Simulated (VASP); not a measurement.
# Zr3PdSe4 (Im-3m) in VASP: density of states with PBE

Aim: the density of states of Zr3PdSe4 with PBE.

Everything below comes from runs of VASP 6.6.1. Logs are shortened: lines on timing, memory, paths and dates and some standing lists are left out, and cuts for length are marked.

## 1. Starting point

It takes space group Im-3m (No. 229, cubic). The conventional cell has a = 6.674 Å, b = 6.674 Å, c = 6.674 Å, α = 90.00°, β = 90.00°, γ = 90.00°. Zr (site symmetry 4/mmm) is surrounded by 8 Se at 2.89 Å. Pd (site symmetry m-3m) has 8 Se at 2.89 Å as nearest neighbours. Se (site symmetry -3m) is surrounded by 6 Zr at 2.89 Å and 2 Pd at 2.89 Å.

The cell was built by a generator and needn't be a form met in nature.

## 2. Density of states, PBE

File POSCAR:

```
Zr3PdSe4                                
1.0
   -3.3371196279      3.3371196279      3.3371196279
    3.3371196279     -3.3371196279      3.3371196279
    3.3371196279      3.3371196279     -3.3371196279
  Zr              Pd              Se            
     3     1     4
Direct
     0.0000000000000000    0.5000000000000000    0.5000000000000000
     0.5000000000000000    0.0000000000000000    0.5000000000000000
     0.5000000000000000    0.5000000000000000    0.0000000000000000
     0.0000000000000000    0.0000000000000000    0.0000000000000000
     0.5000000000000000    0.5000000000000000    0.5000000000000000
     0.0000000000000000    0.0000000000000000    0.5000000000000000
     0.0000000000000000    0.5000000000000000    0.0000000000000000
     0.5000000000000000    0.0000000000000000    0.0000000000000000
```

File INCAR.step1:

```
PREC = Accurate
ENCUT = 520
EDIFF = 1E-6
ISMEAR = 0
SIGMA = 0.1
LREAL = F
LASPH = T
NELM = 60
ALGO = Normal
ISIF = 2
LWAVE = F
LCHARG = T
LMAXMIX = 4
GGA = PE
KPAR = 4
```

File KPOINTS.step1:

```
regular mesh
0
Gamma
  6 6 6
```

File INCAR.step2:

```
PREC = Accurate
ENCUT = 520
EDIFF = 1E-6
ISMEAR = -5
SIGMA = 0.1
LREAL = F
LASPH = T
NELM = 60
ALGO = Normal
ISIF = 2
LWAVE = F
LCHARG = F
LMAXMIX = 4
GGA = PE
LORBIT = 11
KPAR = 4
NEDOS = 2001
ICHARG = 11
```

File KPOINTS.step2:

```
regular mesh
0
Gamma
  9 9 9
```

Potentials or basis: VASP PAW PBE potentials, release 64 (Zr_sv, Pd, Se).

Started as:

```
cat potpaw_PBE.64/Zr_sv/POTCAR potpaw_PBE.64/Pd/POTCAR potpaw_PBE.64/Se/POTCAR > POTCAR
cp INCAR.step1 INCAR
cp KPOINTS.step1 KPOINTS
mpirun -np 4 vasp_std > vasp.out
cp INCAR.step2 INCAR
cp KPOINTS.step2 KPOINTS
mpirun -np 4 vasp_std > vasp.out
```

OUTCAR:

```text
PREC = Accurate
   ENCUT = 520
   EDIFF = 1E-6
   ISMEAR = -5
   LREAL = F
   LASPH = T
   NELM = 60
   ISIF = 2
   GGA = PE
   LORBIT = 11
   ICHARG = 11

 ion  position               nearest neighbor table
   1  0.000  0.500  0.500-   5 2.89   6 2.89   7 2.89   8 2.89   7 2.89   6 2.89   5 2.89   8 2.89
                             4 3.34   4 3.34   2 3.34   3 3.34   2 3.34   3 3.34
   2  0.500  0.000  0.500-   5 2.89   6 2.89   7 2.89   8 2.89   8 2.89   5 2.89   6 2.89   7 2.89
                             4 3.34   3 3.34   1 3.34   4 3.34   1 3.34   3 3.34
   3  0.500  0.500  0.000-   5 2.89   6 2.89   7 2.89   8 2.89   5 2.89   8 2.89   7 2.89   6 2.89
                             4 3.34   2 3.34   1 3.34   1 3.34   4 3.34   2 3.34
   4  0.000  0.000  0.000-   5 2.89   6 2.89   7 2.89   8 2.89   6 2.89   7 2.89   8 2.89   5 2.89
                             3 3.34   1 3.34   1 3.34   2 3.34   3 3.34   2 3.34
   5  0.500  0.500  0.500-   1 2.89   2 2.89   3 2.89   4 2.89   3 2.89   2 2.89   1 2.89   4 2.89

   6  0.000  0.000  0.500-   1 2.89   2 2.89   3 2.89   4 2.89   4 2.89   1 2.89   2 2.89   3 2.89

   7  0.000  0.500  0.000-   1 2.89   2 2.89   3 2.89   4 2.89   1 2.89   4 2.89   3 2.89   2 2.89

   8  0.500  0.000  0.000-   1 2.89   2 2.89   3 2.89   4 2.89   2 2.89   3 2.89   4 2.89   1 2.89

  LATTYP: Found a body centered cubic cell.
 ALAT       =     6.6742392558

  Lattice vectors:

 A1 = (  -3.3371196279,   3.3371196279,   3.3371196279)
 A2 = (   3.3371196279,  -3.3371196279,   3.3371196279)
 A3 = (   3.3371196279,   3.3371196279,  -3.3371196279)

Analysis of symmetry for initial positions (statically):
=====================================================================
 Subroutine PRICEL returns:
 Original cell was already a primitive cell.

 Routine SETGRP: Setting up the symmetry group for a
 body centered cubic supercell.

 Subroutine GETGRP returns: Found 48 space group operations
 (whereof 48 operations were pure point group operations)
 out of a pool of 48 trial point group operations.

The static configuration has the point symmetry O_h .

Analysis of symmetry for dynamics (positions and initial velocities):
=====================================================================
 Subroutine PRICEL returns:
 Original cell was already a primitive cell.

 Routine SETGRP: Setting up the symmetry group for a
 body centered cubic supercell.

 Subroutine GETGRP returns: Found 48 space group operations
 (whereof 48 operations were pure point group operations)
 out of a pool of 48 trial point group operations.

[... 134 lines left out ...]
     AMIX_MAG =   1.60;   BMIX_MAG =  1.00
  volume/ion in A,a.u.               =      18.58       125.40
  Fermi-wavevector in a.u.,A,eV,Ry     =   1.273647  2.406844 22.071053  1.622177
  Thomas-Fermi vector in A             =   2.406459
   LORBIT       =     11    0 simple, 1 ext, 2 COOP (PROOUT), +10 PAW based schemes
   GGA     = PE    functional components
   LHFCALC =     F    Hartree Fock is set to
   AEXX    =    0.0000 exact exchange contribution
   IVDW    =     0    specifies the selected vdW correction
   LEPSILON=     F    determine dielectric tensor
   LRPA    =     F    only Hartree local field effects (RPA)
 non-spin polarized calculation
 Fermi weights with tetrahedron method with Bloechl corrections
  energy-cutoff  :      520.00
  volume of cell :      148.65
 maximum number of plane-waves:      4025
 NGX is ok and might be reduce to    48

 number of electron      69.9999996 magnetization

 Free energy of the ion-electron system (eV)
  ---------------------------------------------------
  ext. energy  EPLUGINS =         0.00000000
  ---------------------------------------------------
  free energy    TOTEN  =       -52.24493352 eV

  energy without entropy =      -52.24493352  energy(sigma->0) =      -52.24493352

 E-fermi :   9.5085     XC(G=0): -11.5231

 val. band max:        9.5061388293   @ k =   0.3333   0.1111   0.1111
 cond. band min:       9.5027851446   @ k =   0.3333   0.1111  -0.0000
 fundamental gap:     -0.0033536847
 Fermi energy:         9.5085243479

 k-point     1 :       0.0000    0.0000    0.0000
  band No.  band energies     occupation
      1     -40.3665      2.00000
      2     -40.3214      2.00000
      3     -40.3214      2.00000
      4     -18.5437      2.00000
      5     -18.5437      2.00000
      6     -18.5437      2.00000
[... 1069 lines left out ...]
     41      10.9884      0.00000
     42      11.0091      0.00000

 [... further k-points ...]

------------------------ aborting loop because EDIFF is reached ----------------------------------------

  FORCE on cell =-STRESS in cart. coord.  units (eV):
  Direction    XX          YY          ZZ          XY          YZ          ZX
  --------------------------------------------------------------------------------------
  -------------------------------------------------------------------------------------
  Total        0.2575859      0.2575859      0.2575859      0.0000000      0.0000000      0.0000000
  in kB        2.7762426      2.7762426      2.7762426      0.0000000      0.0000000      0.0000000
  external PRESSURE =       2.7762426 kB  Pullay stress =       0.0000000 kB

 VOLUME and BASIS-vectors are now :
 -----------------------------------------------------------------------------
  energy-cutoff  :      520.00
  volume of cell :      148.65
      direct lattice vectors                 reciprocal lattice vectors
    -3.337119628  3.337119628  3.337119628     0.000000000  0.149829810  0.149829810
     3.337119628 -3.337119628  3.337119628     0.149829810  0.000000000  0.149829810
     3.337119628  3.337119628 -3.337119628     0.149829810  0.149829810  0.000000000

 POSITION                                       TOTAL-FORCE (eV/Angst)
 -----------------------------------------------------------------------------------
      3.33712      0.00000      0.00000        -0.000000      0.000000     -0.000000
      0.00000      3.33712      0.00000         0.000000     -0.000000      0.000000
      0.00000      0.00000      3.33712        -0.000000      0.000000     -0.000000
      0.00000      0.00000      0.00000        -0.000000     -0.000000      0.000000
      1.66856      1.66856      1.66856        -0.000000     -0.000000      0.000000
      1.66856      1.66856     -1.66856        -0.000000     -0.000000     -0.000000
      1.66856     -1.66856      1.66856         0.000000     -0.000000      0.000000
     -1.66856      1.66856      1.66856         0.000000      0.000000      0.000000
 -----------------------------------------------------------------------------------
    total drift:                                0.000000     -0.000000      0.000000

  FREE ENERGIE OF THE ION-ELECTRON SYSTEM (eV)
  ---------------------------------------------------
  free  energy   TOTEN  =       -52.2449335218 eV

  energy  without entropy=      -52.2449335218  energy(sigma->0) =      -52.24493352

 total charge

# of ion       s       p       d       tot
------------------------------------------
    1        2.135   5.957   1.641   9.733
    2        2.135   5.957   1.641   9.733
    3        2.135   5.957   1.641   9.733
    4        0.355   0.354   8.598   9.307
    5        1.453   2.375   0.061   3.889
    6        1.453   2.375   0.061   3.889
    7        1.453   2.375   0.061   3.889
    8        1.453   2.375   0.061   3.889
--------------------------------------------------
tot         12.569  27.727  13.766  54.062
```

OUTCAR.step1:

```text
PREC = Accurate
   ENCUT = 520
   EDIFF = 1E-6
   ISMEAR = 0
   LREAL = F
[... 962 lines left out ...]
      1.66856      1.66856      1.66856        -0.000000     -0.000000      0.000000
      1.66856      1.66856     -1.66856        -0.000000     -0.000000      0.000000
      1.66856     -1.66856      1.66856        -0.000000     -0.000000     -0.000000
     -1.66856      1.66856      1.66856        -0.000000      0.000000      0.000000
 -----------------------------------------------------------------------------------
    total drift:                                0.000000     -0.000000      0.000000

  FREE ENERGIE OF THE ION-ELECTRON SYSTEM (eV)
  ---------------------------------------------------
  free  energy   TOTEN  =       -52.2388386713 eV

  energy  without entropy=      -52.2100949252  energy(sigma->0) =      -52.22446680
```

OSZICAR.step1:

```text
N       E                     dE             d eps       ncg     rms          rms(c)
DAV:   1     0.613776516933E+03    0.61378E+03   -0.35207E+04  1360   0.160E+03
DAV:   2     0.146678140169E+01   -0.61231E+03   -0.59938E+03  1510   0.413E+02
DAV:   3    -0.517271205813E+02   -0.53194E+02   -0.52420E+02  2084   0.989E+01
DAV:   4    -0.549548242754E+02   -0.32277E+01   -0.32181E+01  1992   0.209E+01
DAV:   5    -0.550893634395E+02   -0.13454E+00   -0.13451E+00  1854   0.395E+00    0.214E+01
DAV:   6    -0.526396512540E+02    0.24497E+01   -0.15600E+01  1532   0.132E+01    0.101E+01
DAV:   7    -0.528305084131E+02   -0.19086E+00   -0.11952E+01  1664   0.137E+01    0.858E+00
DAV:   8    -0.522530566821E+02    0.57745E+00   -0.16580E+00  1628   0.819E+00    0.307E+00
DAV:   9    -0.522738497548E+02   -0.20793E-01   -0.87779E-01  1832   0.411E+00    0.184E+00
DAV:  10    -0.522392611061E+02    0.34589E-01   -0.29474E-01  1654   0.251E+00    0.394E-01
DAV:  11    -0.522403212842E+02   -0.10602E-02   -0.32376E-02  1780   0.719E-01    0.324E-01
DAV:  12    -0.522388341705E+02    0.14871E-02   -0.77599E-03  1802   0.396E-01    0.424E-02
DAV:  13    -0.522388366532E+02   -0.24826E-05   -0.29678E-04  1734   0.774E-02    0.215E-02
DAV:  14    -0.522388383739E+02   -0.17208E-05   -0.30064E-05  1928   0.299E-02    0.127E-02
DAV:  15    -0.522388387559E+02   -0.38195E-06   -0.14222E-05  1658   0.156E-02    0.556E-03
DAV:  16    -0.522388386713E+02    0.84623E-07   -0.12554E-06  1016   0.480E-03
   1 F= -.52238839E+02 E0= -.52224467E+02  d E =-.287437E-01
```

Run time: 2.7 min. Hardware: 4 MPI ranks of Intel Xeon Platinum 8259CL at 2.50GHz (Skylake/Cascade Lake), shared host; peak memory 0.42 GiB.

What came out:

- Valence electrons inside the program's atomic spheres: Zr 9.73; Pd 9.31; Se 3.89

Levels at points of the mesh, in eV from the Fermi level:
| k point | band 33 | band 34 | band 35 | band 36 | band 37 | band 38 |
| --- | --- | --- | --- | --- | --- | --- |
| (0.00, 0.00, 0.00) | -1.98 | -0.98 | -0.98 | -0.45 | 0.26 | 0.26 |

States per cell in windows of 1 eV (zero at the Fermi level; states under -8 eV left out):
| from (eV) | total | Pd4_d | Zr1_d | Zr2_d | Zr3_d | Se5_p | Se6_p |
| --- | --- | --- | --- | --- | --- | --- | --- |
| -8.0 | 0.68 | 0.01 | 0.01 | 0.01 | 0.01 | 0.05 | 0.05 |
| -7.0 | 4.95 | 0.19 | 0.11 | 0.11 | 0.11 | 0.41 | 0.41 |
| -6.0 | 5.67 | 0.33 | 0.14 | 0.14 | 0.14 | 0.49 | 0.49 |
| -5.0 | 4.36 | 0.51 | 0.12 | 0.12 | 0.12 | 0.36 | 0.36 |
| -4.0 | 6.20 | 1.55 | 0.19 | 0.19 | 0.19 | 0.46 | 0.46 |
| -3.0 | 8.38 | 4.44 | 0.25 | 0.25 | 0.25 | 0.31 | 0.31 |
| -2.0 | 4.53 | 1.11 | 0.43 | 0.43 | 0.43 | 0.14 | 0.14 |
| -1.0 | 3.68 | 0.67 | 0.39 | 0.39 | 0.39 | 0.15 | 0.15 |
| 0.0 | 6.80 | 0.40 | 1.23 | 1.23 | 1.23 | 0.08 | 0.08 |
| 1.0 | 6.20 | 0.22 | 1.18 | 1.18 | 1.18 | 0.06 | 0.06 |
| 2.0 | 0.98 | 0.01 | 0.17 | 0.17 | 0.17 | 0.02 | 0.02 |
| 3.0 | 0.05 | 0.00 | 0.01 | 0.01 | 0.01 | 0.00 | 0.00 |
| 4.0 | 0.00 | 0.00 | 0.00 | 0.00 | 0.00 | 0.00 | 0.00 |
| 5.0 | 0.00 | 0.00 | 0.00 | 0.00 | 0.00 | 0.00 | 0.00 |

Caveat: tetrahedron occupations give inexact forces and stress in metals.
